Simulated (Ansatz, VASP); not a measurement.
# TiB2 in two plane-wave programs, part 2 of 2

One calculation is typed for both programs; each brings its own data sets. How far apart do they land? The cell is taken from a series of runs on this material, whose earlier steps may have relaxed, scaled, displaced or heated it; both programs get it as it stands.

VASP 6.6.1 and Ansatz 0.2.0.

So far: The starting structure; VASP: zone-centre phonons, PBEsol.

**3. Ansatz: zone-centre phonons, PBEsol**

Level of this step: Ansatz beside VASP: Kohn-Sham DFT, plane waves, PBEsol (Ansatz).

Ansatz runs on its PAW soft_1 files.

The same cell, functional, mesh and smearing now go to Ansatz, which takes its cutoff from its data sets.

The input, input.yaml:

```yaml
crystal:
  lattice:
    - [3.0219939076, 0.0, 0.0]
    - [-1.5109969538, 2.6171234941, 0.0]
    - [0.0, 0.0, 3.1522660885]
  atoms:
    - { symbol: B, position: [0.333333333, 0.666666667, 0.5] }
    - { symbol: B, position: [0.666666667, 0.333333333, 0.5] }
    - { symbol: Ti, position: [0.0, 0.0, 0.0] }
kpoints:
  mp_grid: { grid: [15, 15, 16] }
hamiltonian:
  xc: pbesol
  pseudopotentials: { kind: paw, azcp: { folder: soft_1 }, xc_functional: pbe }
scf:
  occupations: { method: methfessel_paxton, width: 0.2 }
output:
  eigenvalues: true
phonons:
  method: dfpt
```

The run is started by

```console
> ansatz run input.yaml --threads 4 --pin off --max-ram 10240MiB --backend cpu --events-out ev --progress --plain --runs-dir out
```

Numbers of over 12 decimals in the logs are rounded to 6 here.

The log of the run:

```text
zone centre: on kpoints.mp_grid the ground state, and the responses unless they are solved on pairs of k-points, stand on 576 of the mesh's 3600 k-points, reduced under 4 symmetry operations, with k and −k counted as one. Each operation leaves every solved displacement unchanged or reverses it
Engine: ansatz 0.2.0, x86_64-unknown-linux-gnu
Pseudopotentials: kind: paw
Pseudopotential: B, paw, valence charge 3, recommended cutoff 420 eV (normal), soft_1/B.paw.azcp
Pseudopotential: Ti, paw, valence charge 12, recommended cutoff 420 eV (normal), soft_1/Ti.paw.azcp
Functional definition: PBEsol
  exchange = pbesol_x
  correlation = pbesol_c
Crystal: 3 atoms, lattice volume = 24.931 Å³
Basis set: ecut = 420 eV, 479 PW (Γ), exchange–correlation on 48×48×48 points (8 copies of the dense FFT grid, shifted against one another)
Bands: 13, of which v1, the nominal top of the filled ones, is band 9 counted from 1 (8 counted from 0)
Symmetry: 24 space group operations
k-points: 576 of 3600 (irreducible under 4 space group operations, time reversal used)
Non-local potential: B, projectors of the file, l = 0: 2, l = 1: 2, l = 2: 1
Non-local potential: Ti, projectors of the file, l = 0: 3, l = 1: 2, l = 2: 3, l = 3: 1
PAW form: soft (Blöchl's): semilocal exchange-correlation on the pseudo side does not see the compensation charge
PAW frozen core: B, regenerated for the run's functional, and the local potential with it (the file was generated under x = pbe(κ = 0.804, μ = 0.219515), c = pbe(β = 0.066725))
PAW frozen core: Ti, regenerated for the run's functional, and the local potential with it (the file was generated under x = pbe(κ = 0.804, μ = 0.219515), c = pbe(β = 0.066725))
PAW one-centre angular grid: B, 110 points (default); XC on 64 Gauss nodes
PAW one-centre angular grid: Ti, 590 points (default); XC on 64 Gauss nodes
Initial density: superposition of atomic densities (chi_scale 0.1, normalization cell, long waves kept (reshape's long-wave potential 0.00 eV rms))
Initial wavefunctions: pseudopotential atomic-orbital guess
Functional: x = pbesol(κ = 0.804, μ = 0.123457), c = pbesol(β = 0.046)
SCF iter   1: F=—  HF=-2783.765821 eV  |F-HF|=—  |Δ(HF+E_count)|=         —  Δρ=1.07e-1  dr2=4.45e0  ethr=3.10e-3  ⟨swp⟩=4.3  Hψ=35462  notcnv=0
preconditioner: auto → none  [metal: Δε(μ)=0.028 eV  Ē_g=9.625 eV  σ=0.200 eV  W_gap=0.12  n_scr=8 (ndim 8)  ℏωp=23.5 eV  f_vac=0.000  D(μ)=0.41/eV (n_scr^D=0)  sad-step TF]
SCF iter   2: F=—  HF=-2783.159856 eV  |F-HF|=—  |Δ(HF+E_count)|=   6.06e-1  S|Δr|=    0.00e0  Δρ=7.11e-2  dr2=2.12e0  ethr=3.10e-3  ⟨swp⟩=2.0  Hψ=14309  notcnv=0
SCF iter   3: F=—  HF=-2782.627166 eV  |F-HF|=—  |Δ(HF+E_count)|=   5.33e-1  S|Δr|=    0.00e0  Δρ=8.39e-3  dr2=2.04e-2  ethr=3.10e-3  ⟨swp⟩=3.1  Hψ=14711  notcnv=0
SCF iter   4: F=—  HF=-2782.625475 eV  |F-HF|=—  |Δ(HF+E_count)|=   1.69e-3  S|Δr|=    0.00e0  Δρ=9.80e-4  dr2=1.95e-4  ethr=1.13e-4  ⟨swp⟩=1.8  Hψ=12992  notcnv=0
SCF iter   5: F=—  HF=-2782.625523 eV  |F-HF|=—  |Δ(HF+E_count)|=   4.76e-5  S|Δr|=    0.00e0  Δρ=2.74e-4  dr2=2.87e-5  ethr=1.08e-6  ⟨swp⟩=2.0  Hψ=10379  notcnv=0
SCF iter   6: F=—  HF=-2782.625518 eV  |F-HF|=—  |Δ(HF+E_count)|=   4.98e-6  S|Δr|=    0.00e0  Δρ=7.06e-5  dr2=1.53e-6  ethr=1.59e-7  ⟨swp⟩=2.4  Hψ=11067  notcnv=0
SCF iter   7: F=—  HF=-2782.625517 eV  |F-HF|=—  |Δ(HF+E_count)|=   8.56e-7  S|Δr|=    0.00e0  Δρ=5.13e-6  dr2=4.60e-9  ethr=8.52e-9  ⟨swp⟩=2.8  Hψ=11584  notcnv=0
SCF iter   8: F=—  HF=-2782.625517 eV  |F-HF|=—  |Δ(HF+E_count)|=   2.79e-9  S|Δr|=    0.00e0  Δρ=9.82e-7  dr2=2.51e-10  ethr=2.56e-11  ⟨swp⟩=2.0  Hψ=11993  notcnv=0
SCF iter   9: F=—  HF=-2782.625517 eV  |F-HF|=—  |Δ(HF+E_count)|=  7.82e-11  S|Δr|=    0.00e0  Δρ=2.10e-7  dr2=1.47e-11  ethr=1.39e-12  ⟨swp⟩=3.0  Hψ=12842  notcnv=0
SCF iter  10: F=-2782.625517 eV  HF=-2782.625517 eV  |F-HF|=0.00e0  |Δ(HF+E_count)|=  3.18e-12  S|Δr|=    0.00e0  Δρ=8.74e-9  dr2=3.17e-14  ethr=1.00e-12  ⟨swp⟩=4.7  Hψ=26169  notcnv=0
SCF 1 converged in 10 iterations: F = -2782.625517 eV  dr2 = 3.17e-14
  greatest PAW one-centre occupation: 0.998 electrons in one spin orbital (limit 2), on the Ti atom at site 2 (counted from 0), in its partial waves of l = 0
DFPT response loops at Γ: preconditioner auto → Kerker (q_TF=auto, 2.584 Å⁻¹) (partly filled bands, converged f_vac=0.000); β = 1.00, the filter's whole step (`scf.mixing.beta` (0.50) is not read by the response loops under this deck's `scf.mixing.preconditioner`; to damp them name `kerker` or `kerker_dos`, under which they read `scf.mixing.beta`, and type it under 1.00, their step now; both keys bind the ground state too); Broyden in place of MSR1
SCF converged after 10 iterations
Stability not checked: this state was not tested for a lower state beside it, because cold or Methfessel-Paxton smearing, or corrected tetrahedra, fill the levels in a way that the test cannot read (fill_not_monotonic; see scf.lower_state_search)
Free energy (F): -2782.625517 eV
Harris-Foulkes:  -2782.625517 eV  (|F-HF|=0.00e0)
Internal energy: -2782.625641 eV  (E = F + TS)
E sigma→0 (E₀):  -2782.625548 eV
Entropy (-TS):   0.000124 eV (0.041 meV/atom)
Fermi energy:    15.497511 eV
--- Per-component energies (eV) ---
  E_band       = -86.642383
  E_kinetic    = 385.162272
  E_local      = -824.783018  (includes V_loc(G=0)·N_el)
  E_nonlocal   = 77.269207
  E_hartree    = 340.425003
  E_xc         = -184.011800
  E_vxc        = -226.707181  (∫ρ·V_xc dr)
  E_paw        = -1167.302561  (= ΣΔE_a)
  E_vpaw       = -178.433591  (= ΣTr[D̂ρ^β])
  E_aug_tail   = -0.000073  (compensation charges beyond the density's cutoff)
  E_ewald      = -1409.553477
  E_core_change = 0.168806  (= ΣΔE_core)
  E_smearing   = 0.000124  (= −TS)
  E_closure    = -0.000000  (closes the sum)
  Σ components = -2782.625517   (vs F -2782.625517, Δ=0.00e0)
--- Band table (eV; the first three rows and the last of 576) ---
  k-point 0: bands = [... 5 lower, 12.6695, 12.6695, 13.3100, 13.4127, 17.4817, 17.4817, 19.4341, 19.4341]
  k-point 1: bands = [... 5 lower, 12.5534, 12.7136, 12.7136, 14.1131, 17.3166, 17.3166, 19.3335, 19.3335]
  k-point 2: bands = [... 5 lower, 11.7041, 12.8454, 12.8454, 14.8063, 16.9236, 16.9236, 19.0448, 19.0448]
  k-point 575: bands = [... 5 lower, 8.5922, 10.3291, 11.0211, 12.7676, 18.0851, 18.5109, 19.3032, 20.3135]
--- Phonons (Γ-DFPT): 4 representative perturbations + reference, on 576 of 3600 k-points (Σ response iterations 12) ---
  k mesh reduced under 4 symmetry operations, with k and −k counted as one. Each operation leaves every solved displacement unchanged or reverses it
  ASR residual: 2.428e-6 → 0.000e0 eV/Å²; symmetrization residual: 8.429e-7 eV/Å²
  ASR residual per site (eV/Å²): 1.56e-6 1.56e-6 2.43e-6
  Γ frequencies (cm⁻¹): 0.00 0.00 0.00 535.52 535.52 541.09 567.54 893.83 893.83
  non-analytic LO–TO correction: not included (Born effective charges unavailable; polar crystals: no LO–TO splitting at Γ)
```

Reading the cycles: dr2 is the Hartree energy of the density residual (eV), the measure of convergence; HF is the Harris–Foulkes estimate of the energy, which meets the free energy F at convergence.

**4. Side by side**

Known differences besides the potentials themselves: the cutoff is 420 eV in Ansatz and 500 eV in VASP; Ansatz makes its cores anew for this functional, VASP keeps those of its PBE data sets. Total energies have different zeros and are not compared.

Compared:

```tsv
quantity	Ansatz	VASP	difference
optical mode 1 to 2 (cm⁻¹)	535.5	535.5	+0.00 %
optical mode 3 (cm⁻¹)	541.1	542.0	-0.17 %
optical mode 4 (cm⁻¹)	567.5	567.6	-0.01 %
optical mode 5 to 6 (cm⁻¹)	893.8	897.6	-0.42 %
```

Modes are paired by rising frequency, not by their patterns, so a pair may set unlike modes beside each other; they are those without the splitting of longitudinal modes.

**5. Summary of results**

```
r.m.s. difference of the optical zone-centre modes, each program's sorted by frequency (zone-centre phonons, PBEsol) : 2.2 cm⁻¹
```

**Reading.** The r.m.s. difference of the optical zone-centre modes, each program's sorted by frequency is 2.2 cm⁻¹ (zone-centre phonons, PBEsol). Such differences can come from data sets, numerical settings and the points named under the comparisons, not from the functional's error against experiment.

[Lines on the potential files, build, host, timing and source positions are cut from VASP's logs without a mark.]

[Logs are printed without paths, hosts, clocks, repeated set-up lines and the standing remarks that a program may print on its own settings, such as how far it seeks lower states.]

[Hosts, paths, dates, database ids (printed as entryN), source tags and the programs' standing remarks are cut or masked in the printed files.]
